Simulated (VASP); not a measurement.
```yaml
crystal:
  lattice:
    - [0.00000, 2.39700, 2.39700]
    - [2.39700, 0.00000, 2.39700]
    - [2.39700, 2.39700, 0.00000]
  atoms:
    - { symbol: Zr, position: [0.00000, 0.00000, 0.00000] }
    - { symbol: C, position: [0.50000, 0.50000, 0.50000] }
```

The base run (VASP): PBE GGA, plane waves, VASP's PBE PAW potentials (set 64). Numerical set-up: 520 eV cut-off, 12×12×12 Γ-centred mesh, first-order Methfessel-Paxton smearing of 0.10 eV, potentials Zr_sv C.

One setting is varied; ΔE counts from the most expensive setting. The base run took about 20 core-seconds. Times come from single runs on busy shared machines, so they are rough: good to a factor of about 2.

Pressures at a finite cut-off, here 520 eV, hold a Pulay part, which wasn't tested here.

```json
[
 {"setting": "KPOINTS 3×3×3 Γ-centred mesh", "cost over the base run": "about 1/5", "electronic steps": "15", "ΔE (meV/atom)": "100.7", "pressure (GPa)": "-10.14"},
 {"setting": "KPOINTS 4×4×4 Γ-centred mesh", "cost over the base run": "about 1/5", "electronic steps": "13", "ΔE (meV/atom)": "25.9", "pressure (GPa)": "-11.33"},
 {"setting": "KPOINTS 6×6×6 Γ-centred mesh", "cost over the base run": "about 1/3", "electronic steps": "13", "ΔE (meV/atom)": "4.6", "pressure (GPa)": "-10.49"},
 {"setting": "KPOINTS 7×7×7 Γ-centred mesh", "cost over the base run": "about 1/3", "electronic steps": "13", "ΔE (meV/atom)": "3.3", "pressure (GPa)": "-10.54"},
 {"setting": "KPOINTS 9×9×9 Γ-centred mesh", "cost over the base run": "within a factor of 2", "electronic steps": "13", "ΔE (meV/atom)": "1.2", "pressure (GPa)": "-10.52"},
 {"setting": "base run", "cost over the base run": "reference", "electronic steps": "13", "ΔE (meV/atom)": "0.3", "pressure (GPa)": "-10.46"},
 {"setting": "KPOINTS 13×13×13 Γ-centred mesh", "cost over the base run": "within a factor of 2", "electronic steps": "13", "ΔE (meV/atom)": "0.0", "pressure (GPa)": "-10.50"},
 {"setting": "KPOINTS 14×14×14 Γ-centred mesh", "cost over the base run": "within a factor of 2", "electronic steps": "13", "ΔE (meV/atom)": "0.0", "pressure (GPa)": "-10.53"}
]
```

Left out are runs that failed, have no time on record or changed the cell.

The compound is ZrC in the rock salt structure. The cell was not relaxed at this level.
